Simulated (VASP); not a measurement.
A convergence study with VASP on SnTe (rock salt): one setting is varied, all else stays as given below, so the limit is that of these other settings. Each run relaxes cell and ions from the cell shown. The basis is that of the starting cell, so low cut-offs carry a Pulay error.

```yaml
crystal:
  lattice:
    - [0.00000, 3.16000, 3.16000]
    - [3.16000, 0.00000, 3.16000]
    - [3.16000, 3.16000, 0.00000]
  atoms:
    - { symbol: Sn, position: [0.00000, 0.00000, 0.00000] }
    - { symbol: Te, position: [0.50000, 0.50000, 0.50000] }
```

The numbers are results of PBEsol GGA, VASP's PBE PAW potentials (set 64) (plane waves; VASP 6.6.1), not measurements. The tightest run used: 700 eV cut-off, 6×6×6 Γ-centred mesh, Gaussian smearing of 0.050 eV, potentials Sn_d Te.

Unless said otherwise, spin-orbit coupling is left out, though it shifts the bands of the heavy elements here. Gaps are read on the run's mesh, which can miss a band edge.

| setting | relaxed volume (Å³/atom) | E (eV/atom) | gap on the mesh (eV) | plane waves |
|---|---|---|---|---|
| ENCUT = 200 | 28.921 | -4.1930 | 0.315 | 419 |
| ENCUT = 250 | 31.037 | -4.1698 | 0.166 | 588 |
| ENCUT = 300 | 30.915 | -4.1705 | 0.177 | 754 |
| ENCUT = 350 | 30.948 | -4.1703 | 0.174 | 960 |

**Question.** These are the cheaper rows. Estimate the results at ENCUT = 700, and how far the last row shown lies from them.

**Answer.** 
```tsv
quantity	tightest run	last row shown is off by
relaxed volume (Å³/atom)	31.064	-0.116
E (eV/atom)	-4.1707	0.0004
gap on the mesh (eV)	0.163	0.011
```

Left out are rungs that failed or repeat a setting and relaxations that didn't move; long series are thinned to 24 rows.

The compound is SnTe in the rock salt structure, which distorts at low temperature.
